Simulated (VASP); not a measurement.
ScB2:

```
Sc B
1.0
     3.15000    0.00000    0.00000
    -1.57500    2.72798    0.00000
     0.00000    0.00000    3.52000
Sc B
1 2
Direct
  0.00000 0.00000 0.00000
  0.33333 0.66667 0.50000
  0.66667 0.33333 0.50000
```

```yaml
Program: VASP 6.6.1
Task: relaxation of cell and atoms
Functional: LDA
Potentials_or_basis: VASP PAW LDA potentials, release 64 (Sc_sv, B)
Cutoff: 600 eV
k_mesh: 9 × 9 × 6
Occupations: gaussian, width 0.1 eV
Spin: no spin polarisation
```

At the start: pressure -9.2 GPa; volume 10.08 Å³/atom.

How do energy, volume and symmetry change on relaxing?

Over 3 steps the energy falls by 13.8 meV/atom and the volume is 9.62 Å³/atom (-4.5 %); space group P6/mmm (No. 191, to 0.05 Å).

The path:
| step | energy change (eV) | largest force (eV/Å) | pressure (GPa) | volume (Å³) |
| --- | --- | --- | --- | --- |
| 1 | 0.0000 | 0.0000 | -9.19 | 30.25 |
| 2 | -0.0125 | 0.0000 | 8.71 | 27.79 |
| 3 | -0.0415 | 0.0000 | -0.09 | 28.87 |

Final structure:
```xyz
3
Lattice="3.0982 0.0000 0.0000 -1.5491 2.6831 0.0000 0.0000 0.0000 3.4734" Properties=species:S:1:pos:R:3 pbc="T T T"
Sc   -1.5491    2.6831    0.0000
B     0.0000    1.7887    1.7367
B     1.5491    0.8944    1.7367
```
